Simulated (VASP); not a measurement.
Given:

```
HgS
1.0
    3.44962     0.00000     0.00000
   -1.72481     2.98745     0.00000
    0.00000     0.00000     6.46532
Hg S
2 2
Cartesian
  0.00000   0.00000   0.00000
  0.00000   0.00000   3.23266
  0.00000   1.99164   1.61633
  1.72481   0.99582   4.84899
```

These are PBEsol GGA, VASP's PBE PAW potentials (set 64) (plane waves; VASP) values and carry that method's errors. Settings: 500 eV cut-off, 10×10×5 Γ-centred mesh, first-order Methfessel-Paxton smearing of 0.10 eV, potentials Hg S.

Unless said otherwise, spin-orbit coupling is left out, though it shifts the bands of the heavy elements here.

Task: What does the run give for the energy per atom (σ→0), pressure, band gap (on the k-mesh) with the smallest direct gap where there is one?

Result: 
The band gap (on the k-mesh) comes out as none (metal, semimetal or under 0.01 eV) and the energy per atom (σ→0) comes out as -2.104 eV/atom. The pressure is 300.1 kbar.

Only differences to runs with the same potentials and settings are physical.

The structure was generated: HgS was put into the NiAs type type (P6_3/mmc), which need not be its known phase. It was relaxed first under an external pressure of 30 GPa.
